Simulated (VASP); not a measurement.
MoTe2 (2H layered) relaxed at rising pressure, in one space group throughout; other phases were not tried. The pressures are those reached. Method: LDA (Ceperley-Alder, Perdew-Zunger), VASP's LDA PAW potentials (set 64) (plane waves; VASP 6.6.1).

| P (GPa) | V (Å³/atom) | k-mesh |
|---|---|---|
| 0.00 | 23.960 | 7×7×2 |
| 5.00 | 22.079 | 8×8×2 |
| 10.08 | 20.974 | 8×8×2 |
| 19.88 | 19.395 | 11×11×3 |
| 30.13 | 18.334 | 11×11×3 |

A change of mesh leaves a small step in the series.

Problem. Fit an equation of state and predict the volume at 45.02 GPa.

Solution. Least squares on the third-order Birch-Murnaghan form, P = (3B0/2)(y⁷ − y⁵)[1 + (3/4)(B′ − 4)(y² − 1)] with y = (V0/V)^(1/3), gives V0 = 23.947 Å³/atom, B0 = 49 GPa and B′ = 6.3, and so 17.217 Å³/atom. The run gave 17.198 Å³/atom, -0.1 % from the fit.

Pressures at which the relaxation failed are left out.

The compound is MoTe2 in the 2H layered structure.
